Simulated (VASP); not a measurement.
OSZICAR of a VASP run on Pt₃Ti (L1_2):

File OSZICAR:
```
       N       E                     dE             d eps       ncg     rms          rms(c)
DAV:   1     0.385617127856E+03    0.38562E+03   -0.21445E+04  1750   0.182E+03
DAV:   2     0.550623206869E+00   -0.38507E+03   -0.37798E+03  1871   0.455E+02
DAV:   3    -0.314918119626E+02   -0.32042E+02   -0.31328E+02  2597   0.112E+02
DAV:   4    -0.325114573323E+02   -0.10196E+01   -0.10153E+01  2088   0.207E+01
DAV:   5    -0.325420542643E+02   -0.30597E-01   -0.30562E-01  2489   0.357E+00    0.228E+01
DAV:   6    -0.308096659926E+02    0.17324E+01   -0.21343E+01  2494   0.329E+01    0.139E+01
DAV:   7    -0.303737612087E+02    0.43590E+00   -0.28319E+01  2500   0.327E+01    0.106E+01
DAV:   8    -0.296136478876E+02    0.76011E+00   -0.16708E+00  2473   0.103E+01    0.454E+00
DAV:   9    -0.295387046331E+02    0.74943E-01   -0.19834E+00  2549   0.770E+00    0.233E+00
DAV:  10    -0.294800783658E+02    0.58626E-01   -0.38925E-01  2489   0.420E+00    0.281E-01
DAV:  11    -0.294831753192E+02   -0.30970E-02   -0.88350E-03  2429   0.714E-01    0.453E-01
DAV:  12    -0.294800941725E+02    0.30811E-02   -0.12852E-02  2544   0.690E-01    0.249E-02
DAV:  13    -0.294801937081E+02   -0.99536E-04   -0.17862E-04  2000   0.101E-01    0.144E-02
DAV:  14    -0.294801243213E+02    0.69387E-04   -0.38290E-05  2491   0.429E-02    0.123E-02
DAV:  15    -0.294801504807E+02   -0.26159E-04   -0.77638E-06  2469   0.231E-02    0.237E-03
DAV:  16    -0.294801563855E+02   -0.59048E-05   -0.37103E-07  2048   0.371E-03    0.269E-04
DAV:  17    -0.294801561872E+02    0.19827E-06   -0.17779E-08  1018   0.114E-03    0.291E-04
DAV:  18    -0.294801571079E+02   -0.92068E-06   -0.11892E-08   964   0.908E-04    0.145E-04
DAV:  19    -0.294801569056E+02    0.20225E-06   -0.31493E-09   954   0.483E-04    0.720E-05
DAV:  20    -0.294801567472E+02    0.15841E-06   -0.94542E-10   931   0.211E-04    0.513E-05
DAV:  21    -0.294801567350E+02    0.12162E-07   -0.35166E-10   915   0.146E-04
   1 F= -.32573262E+02 E0= -.32573262E+02  d E =0.000000E+00
```

Question: Which electronic solver shows in the log?

Answer: It is blocked Davidson (ALGO = Normal, or the opening steps of other solvers). The INCAR had ALGO = Normal.

Question: Can the final energy be trusted as converged?

Answer: Self-consistency was reached. It stopped with EDIFF = 1E-7, NELM = 100 (PBE GGA with D3 dispersion (zero damping), plane waves, VASP's PBE PAW potentials (set 64)).

The compound is Pt3Ti in the L1_2 structure. It was relaxed first.
